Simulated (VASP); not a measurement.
An input for Quantum ESPRESSO's pw.x (written as the equivalent of a VASP run, and not itself run):

```
&CONTROL
  calculation = 'scf'
  pseudo_dir = './pseudo'
  outdir = './out'
  tprnfor = .true.
  tstress = .true.
/
&SYSTEM
  ibrav = 0
  nat = 2
  ntyp = 2
  ecutwfc = 96
  occupations = 'smearing'
  smearing = 'gaussian'
  degauss = 0.0147
  input_dft = 'pbesol'
  noncolin = .true.
  lspinorb = .true.
/
&ELECTRONS
  conv_thr = 7.3e-08
  electron_maxstep = 100
/
ATOMIC_SPECIES
  Ga 69.723 Ga.upf
  Co 58.933 Co.upf
CELL_PARAMETERS angstrom
     2.9286720    0.0000000    0.0000000
     0.0000000    2.9286720    0.0000000
     0.0000000    0.0000000    2.9286720
ATOMIC_POSITIONS crystal
  Ga   0.5000000  0.5000000  0.5000000
  Co   0.0000000  0.0000000  0.0000000
K_POINTS automatic
  11 11 11 0 0 0
```

Task: Translate this input to VASP (INCAR, KPOINTS, POSCAR, choice of POTCAR).

Result: This is not unique; one that fits is 
**KPOINTS**
```
kpoints
0
Gamma
 11 11 11
0 0 0
```

**INCAR**
```
MAGMOM = 6*0.0
GGA = PS   ! PBEsol
ENCUT = 300   ! plane-wave cut-off (eV)
LASPH = .TRUE.   ! aspherical one-centre terms
ISIF = 2
LCHARG = .FALSE.
LWAVE = .FALSE.
ALGO = Normal   ! blocked Davidson
EDIFF = 1E-6   ! SCF stop (eV)
LREAL = .FALSE.   ! projection in real space or not
LMAXMIX = 4
GGA_COMPAT = .FALSE.
NELM = 100   ! most electronic steps
LORBIT = 11   ! lm-projected
LNONCOLLINEAR = .TRUE.
ISMEAR = 0   ! Gaussian
PREC = Accurate
LSORBIT = .TRUE.
SYSTEM = CoGa
SIGMA = 0.2
```

### POSCAR
```
CoGa
1
    2.9286720000     0.0000000000     0.0000000000
    0.0000000000     2.9286720000     0.0000000000
    0.0000000000     0.0000000000     2.9286720000
Ga Co
1 1
Direct
  0.5000000000   0.5000000000   0.5000000000
  0.0000000000   0.0000000000   0.0000000000
```

POTCAR, in this order: Ga_d Co (PBE.64 set). Program: vasp_ncl.

The two are equivalent in intent, not identical: the potentials are each code's own (VASP's PAW set, PseudoDojo norm-conserving files, fully relativistic, in pw.x), so ENCUT and ecutwfc are chosen apart and not converted; conv_thr bounds pw.x's estimated SCF error, while EDIFF bounds the energy change between steps.

The structure is a typed CoGa crystal (Pm-3m). The cell was not relaxed at this level. The run is one of a series of settings (GGA_COMPAT = .FALSE., LNONCOLLINEAR = .TRUE., LSORBIT = .TRUE., MAGMOM = 0.0 0.0 0.0 0.0 0.0 0.0, program vasp_ncl against the base run), some of them coarse on purpose.
